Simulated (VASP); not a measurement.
A convergence study with VASP on Ir (fcc): one setting is varied, all else stays as given below, so the limit is that of these other settings. The cell's lengths are 1 % over those of the tabulated start, so it is off equilibrium.

```yaml
crystal:
  lattice:
    - [0.00000, 1.93920, 1.93920]
    - [1.93920, 0.00000, 1.93920]
    - [1.93920, 1.93920, 0.00000]
  atoms:
    - { symbol: Ir, position: [0.00000, 0.00000, 0.00000] }
```

These are LDA (Ceperley-Alder, Perdew-Zunger), VASP's LDA PAW potentials (set 64) (plane waves; VASP 6.6.1) values and carry that method's errors. The tightest run used: 1000 eV cut-off, 18×18×18 Γ-centred mesh, first-order Methfessel-Paxton smearing of 0.10 eV, potentials Ir.

```
setting      E (eV/atom)  pressure (GPa)  plane waves
-----------  -----------  --------------  -----------
ENCUT = 150      -9.8652         -159.46           70
ENCUT = 250     -10.2980          -16.93          140
ENCUT = 350     -10.2906          -16.89          229
```

Question: These are the cheaper rows. Estimate the results at ENCUT = 1000, and how far the last row shown lies from them.

Answer: 
```
quantity        tightest run  last row shown is off by
--------------  ------------  ------------------------
E (eV/atom)         -10.2911                    0.0004
pressure (GPa)        -16.64                     -0.25
```

Left out are rungs that failed or repeat a setting and relaxations that didn't move; long series are thinned to 24 rows.

The compound is Ir in the fcc structure. The cell was not relaxed at this level.
